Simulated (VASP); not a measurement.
A convergence study with VASP on LiH (rock salt): one setting is varied, all else stays as given below, so the limit is that of these other settings.

```
CELL_PARAMETERS angstrom
      0.00000     2.04000     2.04000
      2.04000     0.00000     2.04000
      2.04000     2.04000     0.00000
ATOMIC_POSITIONS crystal
  Li 0.00000 0.00000 0.00000
  H  0.50000 0.50000 0.50000
```

Calculation: PBE GGA, VASP's PBE PAW potentials (set 64) (plane waves; VASP). The tightest run used: 700 eV cut-off, 20×20×20 Γ-centred mesh, tetrahedra with Blöchl corrections, potentials Li_sv H.

Gaps are read on the run's mesh, which can miss a band edge.

The settings run are 3×3×3 mesh; 4×4×4 mesh; 5×5×5 mesh; 6×6×6 mesh; 7×7×7 mesh; 8×8×8 mesh; 9×9×9 mesh; 10×10×10 mesh; 11×11×11 mesh; 12×12×12 mesh; 13×13×13 mesh; 14×14×14 mesh; 15×15×15 mesh; 16×16×16 mesh; 17×17×17 mesh; 18×18×18 mesh; 19×19×19 mesh; 20×20×20 mesh. From which on does the stress (every component) stay within 0.1 GPa of the tightest run?

From 5×5×5 mesh on: it is off by 0.00 there and by no more than 0.1 in any finer run, while 4×4×4 mesh is off by 0.30.
```csv
setting,E (eV/atom),pressure (GPa),gap on the mesh (eV),irreducible k-points,difference judged (GPa)
3×3×3 mesh,-3.0779,-2.36,6.005,4,0.34
4×4×4 mesh,-3.0545,-1.72,3.006,8,0.30
5×5×5 mesh,-3.0610,-2.01,3.986,10,0.00
6×6×6 mesh,-3.0604,-1.99,3.016,16,0.03
7×7×7 mesh,-3.0608,-2.01,3.490,20,0.01
8×8×8 mesh,-3.0608,-2.01,3.017,29,0.01
9×9×9 mesh,-3.0608,-2.01,3.297,35,0.01
10×10×10 mesh,-3.0608,-2.01,3.017,47,0.01
11×11×11 mesh,-3.0608,-2.02,3.203,56,0.00
12×12×12 mesh,-3.0608,-2.02,3.017,72,0.00
13×13×13 mesh,-3.0608,-2.02,3.149,84,0.00
14×14×14 mesh,-3.0608,-2.02,3.017,104,0.00
15×15×15 mesh,-3.0608,-2.02,3.116,120,0.00
16×16×16 mesh,-3.0608,-2.02,3.017,145,0.00
17×17×17 mesh,-3.0608,-2.02,3.094,165,0.00
18×18×18 mesh,-3.0608,-2.02,3.017,195,0.00
19×19×19 mesh,-3.0608,-2.02,3.079,220,0.00
20×20×20 mesh,-3.0608,-2.02,3.017,256,0.00
```

Left out are rungs that failed or repeat a setting and relaxations that didn't move; long series are thinned to 24 rows.

The compound is LiH in the rock salt structure. The cell was not relaxed at this level.
